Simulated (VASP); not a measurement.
Level of theory: PBEsol GGA, VASP's PBE PAW potentials (set 64) (plane waves; VASP).

VASP input:

File POSCAR:
```
PbO
5.5186910
  1.0000000650   0.0000000000   0.0000000000
  0.0000000000   1.0704447608   0.0000000000
  0.0000000000   0.0000000000   0.8535634855
Pb O
4 4
Cart
  0.4896681245   0.2881892760   0.6911852606
  0.5103319405   0.7822554848   0.2644035179
  0.0103319080   0.2881892760   0.2644035179
  0.9896681570   0.7822554848   0.6911852606
  0.0911306645   0.3888157967   0.6911864111
  0.9088694005   0.6816289641   0.2644046683
  0.4088693680   0.3888157967   0.2644046683
  0.5911306970   0.6816289641   0.6911864111
```

**INCAR**
```
! general
SYSTEM    =  PbO
PREC      =  Accurate
ENCUT     =  520   ! plane-wave cut-off (eV)
LREAL     =  .False.
LASPH     =  .True.   ! aspherical one-centre terms

! electronic loop
EDIFF     =  1E-7
NELM      =  100   ! most electronic steps
ALGO      =  Normal   ! blocked Davidson
LMAXMIX   =  4   ! l cut-off of mixed one-centre charges

! smearing
ISMEAR    =  0
SIGMA     =  0.01

! functional
GGA       =  PS

! ions
ISIF      =  2

! output
LWAVE     =  .False.
LCHARG    =  .False.

! other
LCALCPOL  =  .True.
DIPOL     =  0.123 0.137 0.151
```

**KPOINTS**
```
kpoints
0
G
5 4 5
0 0 0
```

POTCAR, in this order: Pb_d O (PBE.64 set). Program: vasp_std.

The run wrote:

File OUTCAR:
```
 ion  position               nearest neighbor table
   1  0.490  0.269  0.810-   8 2.24   5 2.27   7 2.46   7 2.46   3 3.54   3 3.54   2 3.60   2 3.60
                             3 3.72   3 3.72   4 3.88   4 3.88   2 3.96   2 3.96
   2  0.510  0.731  0.310-   7 2.24   6 2.27   8 2.46   8 2.46   4 3.54   4 3.54   1 3.60   1 3.60
                             4 3.72   4 3.72   3 3.88   3 3.88   1 3.96   1 3.96
   3  0.010  0.269  0.310-   6 2.24   7 2.27   5 2.46   5 2.46   1 3.54   1 3.54   4 3.60   4 3.60
                             1 3.72   1 3.72   2 3.88   2 3.88   4 3.96   4 3.96
   4  0.990  0.731  0.810-   5 2.24   8 2.27   6 2.46   6 2.46   2 3.54   2 3.54   3 3.60   3 3.60
                             2 3.72   2 3.72   1 3.88   1 3.88   3 3.96   3 3.96
   5  0.091  0.363  0.810-   4 2.24   1 2.27   3 2.46   3 2.46
   6  0.909  0.637  0.310-   3 2.24   2 2.27   4 2.46   4 2.46
   7  0.409  0.363  0.310-   2 2.24   3 2.27   1 2.46   1 2.46
   8  0.591  0.637  0.810-   1 2.24   4 2.27   2 2.46   2 2.46
  LATTYP: Found a simple orthorhombic cell.
 ALAT       =     4.7105531255
 B/A-ratio  =     1.1715590955
 C/A-ratio  =     1.2540892142
 Subroutine PRICEL returns:
 Original cell was already a primitive cell.
 Subroutine GETGRP returns: Found  8 space group operations
The static configuration has the point symmetry C_1 .
 The point group associated with its full space group is D_2h.
The dynamic configuration has the point symmetry C_1 .
 Subroutine INISYM returns: Found  8 space group operations
 Subroutine IBZKPT returns following result:
...
```

### OSZICAR
```
       N       E                     dE             d eps       ncg     rms          rms(c)
DAV:   1     0.112225781392E+04    0.11223E+04   -0.38531E+04  2600   0.202E+03
DAV:   2     0.143996590259E+03   -0.97826E+03   -0.93868E+03  2696   0.571E+02
DAV:   3    -0.408912799824E+02   -0.18489E+03   -0.17710E+03  3456   0.264E+02
DAV:   4    -0.532358806420E+02   -0.12345E+02   -0.12263E+02  3368   0.706E+01
DAV:   5    -0.535309017323E+02   -0.29502E+00   -0.29490E+00  3040   0.112E+01    0.158E+01
DAV:   6    -0.459548005301E+02    0.75761E+01   -0.40440E+01  3704   0.423E+01    0.712E+00
DAV:   7    -0.457246225146E+02    0.23018E+00   -0.50949E+00  3376   0.129E+01    0.362E+00
DAV:   8    -0.456863130251E+02    0.38309E-01   -0.14366E+00  3816   0.646E+00    0.150E+00
DAV:   9    -0.456271162262E+02    0.59197E-01   -0.19731E-01  3648   0.389E+00    0.260E-01
DAV:  10    -0.456310883341E+02   -0.39721E-02   -0.31411E-02  3200   0.994E-01    0.776E-02
DAV:  11    -0.456311744302E+02   -0.86096E-04   -0.20114E-03  4128   0.345E-01    0.554E-02
DAV:  12    -0.456311708721E+02    0.35581E-05   -0.20572E-04  3536   0.117E-01    0.537E-02
DAV:  13    -0.456311365252E+02    0.34347E-04   -0.89309E-05  4160   0.616E-02    0.163E-02
DAV:  14    -0.456311320790E+02    0.44462E-05   -0.12661E-05  3680   0.246E-02    0.261E-03
DAV:  15    -0.456311314645E+02    0.61451E-06   -0.12269E-06  3296   0.997E-03    0.966E-04
DAV:  16    -0.456311316696E+02   -0.20510E-06   -0.11271E-07  1888   0.275E-03    0.706E-04
DAV:  17    -0.456311317845E+02   -0.11488E-06   -0.34067E-08  1856   0.188E-03    0.270E-04
DAV:  18    -0.456311317367E+02    0.47763E-07   -0.55911E-08  1784   0.126E-03
   1 F= -.45631132E+02 E0= -.45631132E+02  d E =-.597405E-16
```

OUTCAR:
```
------------------------ aborting loop because EDIFF is reached ----------------------------------------
  FORCE on cell =-STRESS in cart. coord.  units (eV):
  Direction    XX          YY          ZZ          XY          YZ          ZX
  --------------------------------------------------------------------------------------
  Total       -0.0482900     -0.0372060      0.1169234      0.0000000      0.0000000      0.0000000
  in kB       -0.5038014     -0.3881637      1.2198418      0.0000000      0.0000000      0.0000000
  external PRESSURE =       0.1092922 kB  Pullay stress =       0.0000000 kB
  volume of cell :      153.57
      direct lattice vectors                 reciprocal lattice vectors
     5.518691359  0.000000000  0.000000000     0.181202378  0.000000000  0.000000000
     0.000000000  5.907453867  0.000000000     0.000000000  0.169277666  0.000000000
     0.000000000  0.000000000  4.710553125     0.000000000  0.000000000  0.212289295
 POSITION                                       TOTAL-FORCE (eV/Angst)
 -----------------------------------------------------------------------------------
      2.70233      1.59043      3.81444        -0.005169      0.009050      0.000000
      2.81636      4.31703      1.45916         0.005169     -0.009050      0.000000
      0.05702      1.59043      1.45916         0.005169      0.009050      0.000000
      5.46167      4.31703      3.81444        -0.005169     -0.009050      0.000000
      0.50292      2.14575      3.81444         0.013476      0.009773      0.000000
      5.01577      3.76170      1.45917        -0.013476     -0.009773      0.000000
      2.25642      2.14575      1.45917        -0.013476      0.009773      0.000000
      3.26227      3.76170      3.81444         0.013476     -0.009773      0.000000
 -----------------------------------------------------------------------------------
    total drift:                                0.000000      0.000000     -0.028574
  FREE ENERGIE OF THE ION-ELECTRON SYSTEM (eV)
  ---------------------------------------------------
  free  energy   TOTEN  =       -45.6311317367 eV

  energy  without entropy=      -45.6311317367  energy(sigma->0) =      -45.63113174

            Ionic dipole moment: p[ion]=(    56.06990     6.14375   -34.38149 ) |e| Angst

 Total electronic dipole moment: p[elc]=(    -0.00000    -0.00000    -3.67965 ) |e| Angst
```
(Selected blocks of OUTCAR.)

Without a dispersion term in the relaxation, distances and binding between the weakly bound layers, chains or molecules are unreliable, and so is what depends on them.

The structure comes from a computed database's PbO entry (Pca2_1); how it stands against other phases isn't given here. It was relaxed first, which changed the volume by -18 %. The relaxed cell has space group Pbcm.
